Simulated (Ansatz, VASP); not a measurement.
**Cross-check of YMgGe3 between VASP and Ansatz**

One calculation is typed for both programs; each brings its own data sets and cutoff. How far apart do they land? The cell is invented: As first built, before any earlier steps moved the atoms (in the runner's words): it takes the LaFeGe3 structure with some of its atoms replaced by other elements, volume scaled by an estimate. It may not be a known or stable phase. The cell is taken from a series of VASP runs on this material, whose earlier steps may have relaxed, scaled or displaced it; both programs get it as it stands.

Method: plane waves, with VASP 6.6.1 beside it; single point at PBE, in Ansatz 0.2.0.

### 1. The starting structure

The structure is tetragonal, space group I4mm (No. 107). The conventional cell has a = 4.692 Å, b = 4.692 Å, c = 10.243 Å, α = 90.00°, β = 90.00°, γ = 90.00°. Nearest to Y lie 8 Ge at 3.13 to 3.42 Å and 1 Mg at 3.38 Å. Nearest to Ge lie 1 Mg at 2.55 Å and 4 Ge at 2.66 Å and 4 Y at 3.42 Å. Nearest to Ge lie 2 Ge at 2.66 Å and 2 Mg at 2.69 Å and 2 Y at 3.13 Å. Nearest to Mg lie 5 Ge at 2.55 to 2.69 Å and 1 Y at 3.38 Å. As first built, before any earlier steps moved the atoms (in the runner's words): sites of the LaFeGe3 structure (space group 107) filled with other elements, volume scaled by an estimate. Farther neighbours are not listed.

Structure file:

```cif
data_structure
_symmetry_space_group_name_H-M 'P 1'
_symmetry_Int_Tables_number 1
_cell_length_a 6.1024
_cell_length_b 6.1024
_cell_length_c 6.1024
_cell_angle_alpha 134.783
_cell_angle_beta 134.783
_cell_angle_gamma 65.868
_cell_volume 112.75
loop_
_atom_site_label
_atom_site_type_symbol
_atom_site_fract_x
_atom_site_fract_y
_atom_site_fract_z
_atom_site_occupancy
Y1 Y 0.98474 0.98474 0.00000 1
Ge2 Ge 0.40512 0.40512 0.00000 1
Ge3 Ge 0.78305 0.28305 0.50000 1
Ge4 Ge 0.28305 0.78305 0.50000 1
Mg5 Mg 0.65442 0.65442 0.00000 1
```

### 2. VASP: single point, PBE

A single point gives forces, pressure and levels at one fixed geometry, so differences don't come from the geometry; what else differs is listed under the comparison.

Lines of VASP's logs that name or quote its potential files are left out, and so is its time.

File INCAR:

```
SYSTEM = YMgGe3
PREC = Accurate
ENCUT = 410
EDIFF = 1E-06
NELM = 100
ISMEAR = -1
SIGMA = 0.05
LREAL = .FALSE.
ALGO = Normal
GGA = PE
NBANDS = 34
LORBIT = 11
LWAVE = .FALSE.
LCHARG = .FALSE.
KPAR = 2
ISIF = 2
```

File POSCAR:

```
YMgGe3
1.0
   -2.3459743732      2.3459743732      5.1217256842
    2.3459743732     -2.3459743732      5.1217256842
    2.3459743732      2.3459743732     -5.1217256842
Y Ge Mg
1 3 1
Direct
    0.9847432733      0.9847432733      0.0000000000
    0.4051167340      0.4051167340      0.0000000000
    0.7830549685      0.2830549685      0.5000000000
    0.2830549685      0.7830549685      0.5000000000
    0.6544200555      0.6544200555      0.0000000000
```

File KPOINTS:

```
Automatic mesh
0
Gamma
7 7 7
0 0 0
```

PAW data sets: Y_sv, Ge_d and Mg (PBE family, release 64).

Launch:

```sh
$ mpirun -np 2 vasp_std
```

Numbers of over 12 decimals in the logs are rounded to 6 here.

Output:

```text
[banner, memory and clock lines left out]
running    2 mpi-ranks, on    1 nodes
 distrk:  each k-point on    1 cores,    2 groups
 distr:  one band on    1 cores,    1 groups

 POSCAR found type information on POSCAR Y GeMg
 POSCAR found :  3 types and       5 ions
 LDA part: xc-table for (Slater+PW92), standard interpolation
 POSCAR, INCAR and KPOINTS ok, starting setup
 FFT: planning ... GRIDC
 FFT: planning ... GRID_SOFT
 FFT: planning ... GRID
 WAVECAR not read
 entering main loop
       N       E                     dE             d eps       ncg     rms          rms(c)
DAV:   1     0.444688165083E+03    0.44469E+03   -0.23821E+04  3124   0.321E+03
DAV:   2     0.539737129106E+02   -0.39071E+03   -0.38289E+03  2728   0.712E+02
DAV:   3    -0.191107011372E+02   -0.73084E+02   -0.72177E+02  3138   0.192E+02
DAV:   4    -0.236736338308E+02   -0.45629E+01   -0.45363E+01  4190   0.513E+01
DAV:   5    -0.237889326848E+02   -0.11530E+00   -0.11518E+00  3768   0.795E+00    0.165E+01
DAV:   6    -0.223251319334E+02    0.14638E+01   -0.35800E+00  4048   0.801E+00    0.126E+01
DAV:   7    -0.222296978540E+02    0.95434E-01   -0.12953E+00  3750   0.616E+00    0.645E+00
DAV:   8    -0.222579034659E+02   -0.28206E-01   -0.81716E-01  3450   0.109E+01    0.102E+00
DAV:   9    -0.222111813058E+02    0.46722E-01   -0.28935E-01  3464   0.357E+00    0.556E-01
DAV:  10    -0.222115872882E+02   -0.40598E-03   -0.15835E-02  3340   0.954E-01    0.402E-01
DAV:  11    -0.222116709836E+02   -0.83695E-04   -0.11587E-03  3732   0.244E-01    0.486E-02
DAV:  12    -0.222116379513E+02    0.33032E-04   -0.14229E-04  3612   0.135E-01    0.164E-02
DAV:  13    -0.222116383605E+02   -0.40919E-06   -0.18047E-05  3974   0.665E-02    0.830E-03
DAV:  14    -0.222116383121E+02    0.48418E-07   -0.12840E-06  2136   0.172E-02
   1 F= -.22211638E+02 E0= -.22201330E+02  d E =-.206171E-01
```

Parts of OUTCAR (step 2):

```text
ion  position               nearest neighbor table
   1  0.985  0.985  0.000-   3 3.13   4 3.13   3 3.13   4 3.13   5 3.38   2 3.42   2 3.42   2 3.42
                             2 3.42   5 3.75   5 3.75   5 3.75   5 3.75
   2  0.405  0.405  0.000-   5 2.55   4 2.66   3 2.66   4 2.66   3 2.66   1 3.42   1 3.42   1 3.42
                             1 3.42
   3  0.783  0.283  0.500-   2 2.66   2 2.66   5 2.69   5 2.69   1 3.13   1 3.13
   4  0.283  0.783  0.500-   2 2.66   2 2.66   5 2.69   5 2.69   1 3.13   1 3.13
   5  0.654  0.654  0.000-   2 2.55   3 2.69   4 2.69   3 2.69   4 2.69   1 3.38   1 3.75   1 3.75
                             1 3.75   1 3.75

  LATTYP: Found a body centered tetragonal cell.
 ALAT       =     4.6919487464
 C/A-ratio  =     2.1831976268

 Subroutine GETGRP returns: Found  8 space group operations
 (whereof  8 operations were pure point group operations)

The static configuration has the point symmetry C_4v.

 Found     40 irreducible k-points:

   k-points           NKPTS =     40   k-points in BZ     NKDIM =     40   number of bands    NBANDS=     34

   dimension x,y,z NGX =    40 NGY =   40 NGZ =   40
   dimension x,y,z NGXF=    80 NGYF=   80 NGZF=   80

   ENCUT  =  410.0 eV  30.13 Ry    5.49 a.u.  10.08 10.08 10.08*2*pi/ulx,y,z

   NELECT =      55.0000    total number of electrons

 k-points in reciprocal lattice and weights: Automatic mesh
   0.00000000  0.00000000  0.00000000       0.003
   0.14285714  0.00000000  0.00000000       0.023
   0.28571429  0.00000000  0.00000000       0.023
   0.42857143  0.00000000 -0.00000000       0.023
   0.14285714  0.14285714  0.00000000       0.023
   0.28571429  0.14285714 -0.00000000       0.047
   0.42857143  0.14285714  0.00000000       0.047
  -0.42857143  0.14285714  0.00000000       0.047
  -0.28571429  0.14285714  0.00000000       0.047
[...]
-0.42857143  0.42857143  0.42857143       0.012
  -0.42857143 -0.42857143  0.42857143       0.006

 average (electrostatic) potential at core
       1 -36.9382       2 -74.2816       3 -74.1608       4 -74.1608       5 -36.7685

 E-fermi :   4.9114

 k-point     1 :       0.0000    0.0000    0.0000
  band No.  band energies     occupation
    ...
     25       1.6592      2.00000
     26       3.3086      2.00000
     27       4.1464      2.00000
     28       4.5842      1.99713
     29       4.5842      1.99713
     30       6.1881      0.00000
     31       6.4361      0.00000
     32       7.6006      0.00000
     33       7.6006      0.00000
     34       7.7842      0.00000

 k-point     2 :       0.1429    0.0000    0.0000
  band No.  band energies     occupation
    ...
     24       1.2923      2.00000
     25       1.9841      2.00000
     26       2.9671      2.00000
     27       4.1665      2.00000
     28       4.1862      2.00000
     29       4.9871      0.36053
     30       6.5259      0.00000
     31       6.7165      0.00000
     32       6.9922      0.00000
     33       7.1631      0.00000
    ...

 k-point     3 :       0.2857    0.0000    0.0000
  band No.  band energies     occupation
    ...
     24       1.4253      2.00000
     25       2.1749      2.00000
     26       3.1137      2.00000
     27       3.6150      2.00000
     28       4.1671      2.00000
     29       5.6197      0.00000
     30       6.2960      0.00000
     31       6.4097      0.00000
     32       7.2021      0.00000
     33       7.6205      0.00000
    ...

  Total       -0.1071426     -0.1071426     -0.1448148      0.0000000      0.0000000     -0.0000000
  in kB       -1.5224741     -1.5224741     -2.0577888      0.0000000      0.0000000     -0.0000000
  external PRESSURE =      -1.7009124 kB  Pullay stress =       0.0000000 kB

  energy-cutoff  :      410.00
  volume of cell :      112.75
      direct lattice vectors                 reciprocal lattice vectors
    -2.345974373  2.345974373  5.121725684     0.000000000  0.213131058  0.097623346
     2.345974373 -2.345974373  5.121725684     0.213131058  0.000000000  0.097623346
     2.345974373  2.345974373 -5.121725684     0.213131058  0.213131058  0.000000000

 POSITION                                       TOTAL-FORCE (eV/Angst)
 -----------------------------------------------------------------------------------
      0.00000      0.00000     10.08717         0.000000      0.000000     -0.121746
      0.00000      0.00000      4.14979        -0.000000     -0.000000      0.024868
      0.00000      2.34597      2.89946        -0.000000      0.000000      0.017232
      2.34597      0.00000      2.89946         0.000000     -0.000000      0.017232
      0.00000      0.00000      6.70352         0.000000      0.000000      0.062414
 -----------------------------------------------------------------------------------
    total drift:                                0.000001      0.000001      0.000865

  FREE ENERGIE OF THE ION-ELECTRON SYSTEM (eV)
  ---------------------------------------------------
  free  energy   TOTEN  =       -22.2116383121 eV

  energy  without entropy=      -22.1910211905  energy(sigma->0) =      -22.20132975

 total charge
# of ion       s       p       d       f       tot
--------------------------------------------------
    1        2.163   6.153   0.892   0.021   9.229
    2        1.167   1.159  10.016   0.000  12.342
    3        1.217   1.094  10.005   0.000  12.315
    4        1.217   1.094  10.005   0.000  12.315
    5        0.194   0.170   0.030   0.000   0.393
--------------------------------------------------
tot          5.957   9.669  30.947   0.021  46.595

[... 3 further parts left out ...]
```

This run has no spin polarisation. Its electron count is odd, so without a moment it is a metal by construction.

### 3. Ansatz: single point, PBE

Ansatz runs on its default PAW (the set named soft_2) files.

The same cell, functional, mesh and smearing now go to Ansatz, which takes its cutoff from its data sets.

File input.yaml:

```yaml
crystal:
  lattice:
    - [-2.3459743732, 2.3459743732, 5.1217256842]
    - [2.3459743732, -2.3459743732, 5.1217256842]
    - [2.3459743732, 2.3459743732, -5.1217256842]
  atoms:
    - { symbol: "Y", position: [0.9847432733, 0.9847432733, 0.0] }
    - { symbol: Ge, position: [0.405116734, 0.405116734, 0.0] }
    - { symbol: Ge, position: [0.7830549685, 0.2830549685, 0.5] }
    - { symbol: Ge, position: [0.2830549685, 0.7830549685, 0.5] }
    - { symbol: Mg, position: [0.6544200555, 0.6544200555, 0.0] }
hamiltonian:
  xc: pbe
  pseudopotentials: { kind: paw }
kpoints:
  mp_grid: { grid: [7, 7, 7] }
scf:
  occupations: { method: fermi_dirac, width: 0.05 }
  n_extra_bands: 5
output:
  forces: true
  stress: true
  eigenvalues: true
  write_density: true
  write_potential: true
  elf: true
  volumetric_format: npy
```

Launch:

```sh
$ ansatz run input.yaml --threads 2 --pin off --max-ram 4608MiB --backend cpu --events-out ev --progress --plain --runs-dir out
```

Output:

```text
scf.n_extra_bands = 5 over 32 filled bands (N_el = 63.0): the run solves 37 bands
Engine: ansatz 0.2.0, aarch64-unknown-linux-gnu
Pseudopotentials: kind: paw
Pseudopotential: Y, paw, valence charge 11, recommended cutoff 420 eV (normal), Y.paw.azcp
Pseudopotential: Ge, paw, valence charge 14, recommended cutoff 420 eV (normal), Ge.paw.azcp
Pseudopotential: Mg, paw, valence charge 10, recommended cutoff 420 eV (normal), Mg.paw.azcp
Functional definition: PBE
  parameter kappa = 0.804
  parameter beta = 0.066725
  exchange = pbe_x(kappa = kappa, mu = beta*pi^2/3)
  correlation = pbe_c(beta = beta)
Crystal: 5 atoms, lattice volume = 112.752 Å³
Basis set: ecut = 420 eV, 2201 PW (Γ), exchange–correlation on 90×90×90 points (8 copies of the dense FFT grid, shifted against one another)
Bands: 37, of which v1, the nominal top of the filled ones, is band 32 counted from 1 (31 counted from 0)
Symmetry: 8 space group operations
Space group: I4mm (ITA 107), of the structure as read, at distance tolerance 4.8e-5 Å
k-points: 40 of 343 (time reversal used)
Non-local potential: Y, projectors of the file, l = 0: 3, l = 1: 2, l = 2: 2, l = 3: 1
Non-local potential: Ge, projectors of the file, l = 0: 2, l = 1: 2, l = 2: 3, l = 3: 1
Non-local potential: Mg, projectors of the file, l = 0: 3, l = 1: 2, l = 2: 1
PAW form: soft (Blöchl's): semilocal exchange-correlation on the pseudo side does not see the compensation charge
PAW one-centre angular grid: Y, 590 points (default); XC on 64 Gauss nodes
PAW one-centre angular grid: Ge, 590 points (default); XC on 64 Gauss nodes
PAW one-centre angular grid: Mg, 110 points (default); XC on 64 Gauss nodes
Initial density: superposition of atomic densities (neutral atoms: chi_scale 0, normalization atom), corrected by the library's trained network
Initial wavefunctions: pseudopotential atomic-orbital guess
Functional: x = pbe(κ = 0.804, μ = 0.219515), c = pbe(β = 0.066725)
SCF iter   1: F=—  HF=-18658.144786 eV  |F-HF|=—  |Δ(HF+E_count)|=         —  Δρ=2.53e-3  dr2=1.63e-2  ethr=1.77e-3  ⟨swp⟩=6.0  Hψ=6120  notcnv=0
preconditioner: auto → Kerker (q_TF=auto, 2.476 Å⁻¹)  [metal: Δε(μ)=0.036 eV  Ē_g=19.667 eV  σ=0.050 eV  W_gap=0.18  n_scr=32 (ndim 8)  ℏωp=25.5 eV  f_vac=0.000  D(μ)=2.44/eV (n_scr^D=14)]
SCF iter   2: F=—  HF=-18658.142642 eV  |F-HF|=—  |Δ(HF+E_count)|=   2.14e-3  Δρ=1.66e-3  dr2=7.30e-3  ethr=2.58e-5  ⟨swp⟩=1.5  Hψ=2001  notcnv=0
SCF iter   3: F=—  HF=-18658.141524 eV  |F-HF|=—  |Δ(HF+E_count)|=   1.12e-3  Δρ=4.82e-4  dr2=3.33e-4  ethr=1.16e-5  ⟨swp⟩=2.2  Hψ=1967  notcnv=0
SCF iter   4: F=—  HF=-18658.141395 eV  |F-HF|=—  |Δ(HF+E_count)|=   1.28e-4  Δρ=2.28e-4  dr2=7.87e-5  ethr=5.29e-7  ⟨swp⟩=2.0  Hψ=2555  notcnv=0
SCF iter   5: F=—  HF=-18658.141444 eV  |F-HF|=—  |Δ(HF+E_count)|=   4.86e-5  Δρ=6.24e-5  dr2=7.99e-6  ethr=1.25e-7  ⟨swp⟩=2.0  Hψ=1708  notcnv=0
SCF iter   6: F=—  HF=-18658.141443 eV  |F-HF|=—  |Δ(HF+E_count)|=   5.47e-7  Δρ=2.26e-5  dr2=9.60e-7  ethr=1.27e-8  ⟨swp⟩=2.0  Hψ=2743  notcnv=0
SCF iter   7: F=—  HF=-18658.141443 eV  |F-HF|=—  |Δ(HF+E_count)|=   1.92e-8  Δρ=7.86e-6  dr2=1.01e-7  ethr=1.52e-9  ⟨swp⟩=2.0  Hψ=2745  notcnv=0
SCF iter   8: F=-18658.141443 eV  HF=-18658.141443 eV  |F-HF|=1.20e-8  |Δ(HF+E_count)|=   1.82e-8  Δρ=2.54e-6  dr2=9.01e-9  ethr=1.59e-10  ⟨swp⟩=7.7  Hψ=9344  notcnv=0
SCF 1 converged in 8 iterations: F = -18658.141443 eV  dr2 = 9.01e-9
  greatest PAW one-centre occupation: 1.000 electrons in one spin orbital (limit 2), on the Mg atom at site 4 (counted from 0), in its partial waves of l = 0
SCF converged after 8 iterations
Free energy (F): -18658.141443 eV
Harris-Foulkes:  -18658.141443 eV  (|F-HF|=1.20e-8)
Internal energy: -18658.120811 eV  (E = F + TS)
E sigma→0 (E₀):  -18658.131127 eV
Entropy (-TS):   -0.020632 eV (-4.126 meV/atom)
Fermi energy:    9.519549 eV
--- Per-component energies (eV) ---
  E_band       = -847.260959
  E_kinetic    = 712.523081
  E_local      = -9600.924943  (includes V_loc(G=0)·N_el)
  E_nonlocal   = 1395.082664
  E_hartree    = 4042.447499
  E_xc         = -429.516903
  E_vxc        = -430.802660  (∫ρ·V_xc dr)
  E_paw        = -9170.776626  (= ΣΔE_a)
  E_vpaw       = -1008.030723  (= ΣTr[D̂ρ^β])
  E_aug_tail   = 0.001023  (compensation charges beyond the density's cutoff)
  E_ewald      = -5606.956606
  E_smearing   = -0.020632  (= −TS)
  E_closure    = 0.000000  (closes the sum)
  Σ components = -18658.141443   (vs F -18658.141443, Δ=0.00e0)
--- Forces (eV/Å), atoms counted from 1 ---
  atom   1  Y      0.00000000     0.00000000    -0.12472167
  atom   2  Ge    -0.00000000    -0.00000000     0.01524168
  atom   3  Ge     0.00000000     0.00000000     0.02448303
  atom   4  Ge     0.00000000     0.00000000     0.02448303
  atom   5  Mg     0.00000000    -0.00000000     0.06049934
  max |Σ_I F_I| component: 1.46e-5 eV/Å
--- Stress (GPa, compression-positive) ---
        0.105726      -0.000000       0.000000
       -0.000000       0.105726       0.000000
        0.000000       0.000000       0.071252
  P = ⅓ Tr σ = 0.0942 GPa (0.942 kbar)
--- Band table (eV; the first three rows and the last of 40) ---
  k-point 0: bands = [... 28 lower, 6.2698, 7.9161, 8.7561, 9.1934, 9.1934, 10.7961, 11.0432, 12.2057, ... 1 higher]
  k-point 1: bands = [... 28 lower, 6.8005, 7.4202, 7.8888, 9.4338, 10.0553, 10.4120, 11.0570, 12.0525, ... 1 higher]
  k-point 2: bands = [... 28 lower, 6.7039, 7.2579, 8.9839, 9.2191, 10.4401, 11.3102, 11.3742, 11.8876, ... 1 higher]
  k-point 39: bands = [... 28 lower, 7.9775, 8.9204, 9.4823, 9.5423, 9.6537, 10.5332, 10.7752, 11.2708, ... 1 higher]
```

Run time: 11 s. Hardware: 2 threads of Arm Neoverse V1, shared host; peak memory 0.46 GiB; 22 s of CPU time.

The run ends at a pressure of 0.09 GPa, with forces up to 0.12 eV/Å.

### 4. Differences

Known differences besides the potentials themselves: the data sets hold 63 valence electrons in Ansatz (default PAW (the set named soft_2) files) and 55 in VASP; the cutoff is 420 eV in Ansatz and 410 eV in VASP; VASP leaves aspherical gradient terms in its spheres out (LASPH is not set), Ansatz keeps them. Total energies have different zeros and are not compared.

The two programs side by side:

| quantity | Ansatz | VASP | difference |
| --- | --- | --- | --- |
| pressure (GPa) | 0.09 | -0.17 | +0.26 |

Forces (eV/Å; atoms numbered as in POSCAR):

| atom | Ansatz x, y, z | VASP x, y, z |
| --- | --- | --- |
| Y1 | 0.000, 0.000, -0.125 | 0.000, 0.000, -0.122 |
| Ge2 | 0.000, 0.000, 0.015 | 0.000, 0.000, 0.025 |
| Ge3 | 0.000, 0.000, 0.024 | 0.000, 0.000, 0.017 |
| Ge4 | 0.000, 0.000, 0.024 | 0.000, 0.000, 0.017 |
| Mg5 | 0.000, 0.000, 0.060 | 0.000, 0.000, 0.062 |

The forces differ by 3.7 meV/Å r.m.s., which is 10.3 % of the r.m.s. force of 0.04 eV/Å (both taken over all components).

### 5. Summary of results

| Property | Result |
| --- | --- |
| r.m.s. force difference (single point, PBE) | 3.7 meV/Å |

What this shows: The r.m.s. force difference is 3.7 meV/Å (single point, PBE), within the 12 meV/Å picked in this series as the mark of a large difference. How closely two codes agree says nothing of how well the functional describes the real material.

[Lines on the potential files, build, host, timing and source positions are cut from VASP's logs without a mark.]

[Logs are printed without paths, hosts, clocks, repeated set-up lines and the standing remarks that a program may print on its own settings, such as how far it seeks lower states.]

[Hosts, paths, dates, database ids (printed as entryN), source tags and the programs' standing remarks are cut or masked in the printed files.]
